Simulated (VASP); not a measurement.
Method: PBE GGA, VASP's PBE PAW potentials (set 64) (plane waves; VASP).

The input files of a VASP run:

File KPOINTS:
```
Automatic mesh
0
Gamma
6 6 4
0 0 0
```

POSCAR:
```
PtSe2
1
    1.8798553018    -3.2560051426     0.0000000000
    1.8798553018     3.2560051426    -0.0000000000
    0.0000000000     0.0000000000     6.0608701913
Pt Se
1 2
Direct
  0.0000000000   0.0000000000   1.0000000000
  0.3333330000   0.6666670000   0.2148582789
  0.6666670000   0.3333330000   0.7851417211
```

INCAR:
```
SYSTEM = PtSe2
PREC = Accurate; ENCUT = 480; LREAL = .False.
LASPH = .True.
EDIFF = 1E-7; NELM = 100; ALGO = Normal
LMAXMIX = 6
ISMEAR = 0; SIGMA = 0.05
GGA = PE
ISIF = 2
LWAVE = .False.; LCHARG = .False.
```

POTCAR, in this order: Pt Se (PBE.64 set). Program: vasp_std.

Output

OUTCAR:
```
 ion  position               nearest neighbor table
   1  0.000  0.000  0.000-   2 2.53   3 2.53   3 2.53   2 2.53   3 2.53   2 2.53
   2  0.333  0.667  0.215-   1 2.53   1 2.53   1 2.53
   3  0.667  0.333  0.785-   1 2.53   1 2.53   1 2.53
  LATTYP: Found a hexagonal cell.
 ALAT       =     3.7597108192
 C/A-ratio  =     1.6120575445
 Subroutine PRICEL returns:
 Original cell was already a primitive cell.
 Subroutine GETGRP returns: Found 12 space group operations
The static configuration has the point symmetry D_3d.
The dynamic configuration has the point symmetry D_3d.
 Subroutine INISYM returns: Found 12 space group operations
 Subroutine IBZKPT returns following result:
 Found     24 irreducible k-points:

 Following reciprocal coordinates:
            Coordinates               Weight
  0.000000  0.000000  0.000000      1.000000
  0.166667 -0.000000  0.000000      6.000000
  0.333333 -0.000000  0.000000      6.000000
  0.500000  0.000000  0.000000      3.000000
  0.166667  0.166667  0.000000      6.000000
  0.333333  0.166667  0.000000     12.000000
  0.333333  0.333333  0.000000      2.000000
...
```

File OSZICAR:
```
       N       E                     dE             d eps       ncg     rms          rms(c)
DAV:   1     0.108303044812E+03    0.10830E+03   -0.94683E+03   744   0.118E+03
DAV:   2    -0.102030454455E+02   -0.11851E+03   -0.11539E+03   909   0.223E+02
DAV:   3    -0.150963317722E+02   -0.48933E+01   -0.48673E+01   903   0.487E+01
DAV:   4    -0.151429974400E+02   -0.46666E-01   -0.46651E-01   853   0.498E+00
DAV:   5    -0.151436751393E+02   -0.67770E-03   -0.67767E-03   930   0.571E-01    0.121E+01
DAV:   6    -0.145214671992E+02    0.62221E+00   -0.51709E+00   734   0.228E+01    0.699E+00
DAV:   7    -0.143195171952E+02    0.20195E+00   -0.97498E-01   748   0.105E+01    0.351E+00
DAV:   8    -0.143023894076E+02    0.17128E-01   -0.71633E-02   811   0.189E+00    0.810E-01
DAV:   9    -0.142985036996E+02    0.38857E-02   -0.12598E-02   825   0.122E+00    0.198E-01
DAV:  10    -0.142988050639E+02   -0.30136E-03   -0.18543E-03   881   0.310E-01    0.520E-02
DAV:  11    -0.142988192272E+02   -0.14163E-04   -0.62271E-05   937   0.779E-02    0.259E-02
DAV:  12    -0.142988284520E+02   -0.92248E-05   -0.25854E-05   804   0.373E-02    0.281E-03
DAV:  13    -0.142988290513E+02   -0.59936E-06   -0.13839E-06   951   0.841E-03    0.131E-03
DAV:  14    -0.142988292945E+02   -0.24320E-06   -0.18986E-07   735   0.305E-03    0.827E-04
DAV:  15    -0.142988294495E+02   -0.15493E-06   -0.44476E-08   641   0.155E-03    0.177E-04
DAV:  16    -0.142988294458E+02    0.36898E-08   -0.46087E-09   430   0.598E-04
   1 F= -.14298829E+02 E0= -.14298829E+02  d E =-.560647E-12
```

File OUTCAR:
```
------------------------ aborting loop because EDIFF is reached ----------------------------------------
  FORCE on cell =-STRESS in cart. coord.  units (eV):
  Direction    XX          YY          ZZ          XY          YZ          ZX
  --------------------------------------------------------------------------------------
  Total       -0.0391895     -0.0391895      0.0325375      0.0000000      0.0000000     -0.0000000
  in kB       -0.8462642     -0.8462644      0.7026200      0.0000000      0.0000000     -0.0000000
  external PRESSURE =      -0.3299695 kB  Pullay stress =       0.0000000 kB
  volume of cell :       74.19
      direct lattice vectors                 reciprocal lattice vectors
     1.879855302 -3.256005143  0.000000000     0.265977918 -0.153562411  0.000000000
     1.879855302  3.256005143  0.000000000     0.265977918  0.153562411  0.000000000
     0.000000000  0.000000000  6.060870191     0.000000000  0.000000000  0.164992809
 POSITION                                       TOTAL-FORCE (eV/Angst)
 -----------------------------------------------------------------------------------
      0.00000      0.00000      0.00000        -0.000000     -0.000000      0.000000
      1.87986      1.08534      1.30223         0.000000     -0.000000     -0.011414
      1.87986     -1.08534      4.75864        -0.000000      0.000000      0.011414
 -----------------------------------------------------------------------------------
    total drift:                               -0.000000     -0.000000      0.000000
  FREE ENERGIE OF THE ION-ELECTRON SYSTEM (eV)
  ---------------------------------------------------
  free  energy   TOTEN  =       -14.2988294458 eV

  energy  without entropy=      -14.2988294458  energy(sigma->0) =      -14.29882945
```
(Selected blocks of OUTCAR.)

Without a dispersion term in the relaxation, distances and binding between the weakly bound layers, chains or molecules are unreliable, and so is what depends on them.

The compound is PtSe2 in the 1T layered structure. It was relaxed first, which changed the volume by +21 %.
